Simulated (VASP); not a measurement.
Input of a VASP 6.6.1 run:

INCAR

```
PREC = Accurate
ENCUT = 520
EDIFF = 1E-7
ISMEAR = 0
SIGMA = 0.1
LREAL = False
LASPH = True
NELM = 100
ALGO = Fast
ISIF = 2
LWAVE = False
LCHARG = False
GGA = PE
NBANDS = 14
```

KPOINTS

```
regular mesh
0
Gamma
  12 12 12
```

The input POSCAR:

```
HfC
1.0
    0.0000000000      2.3250000000      2.3250000000
    2.3250000000      0.0000000000      2.3250000000
    2.3250000000      2.3250000000      0.0000000000
Hf C
1 1
Direct
    0.5000000000      0.5000000000      0.5000000000
    0.0000000000      0.0000000000      0.0000000000
```

Potentials or basis: VASP PAW PBE potentials, release 64 (Hf_pv, C).

Run with:

```bash
$ cat potpaw_PBE.64/Hf_pv/POTCAR potpaw_PBE.64/C/POTCAR > POTCAR
$ mpirun -np 1 vasp_std > vasp.out
```

Task: Predict the pressure.

Result: -0.4 GPa.

Task: What does it give for the band gap on the k mesh?

Result: None (metal or under the smearing width).

The run has no spin-orbit coupling, so splittings on Hf are missing.
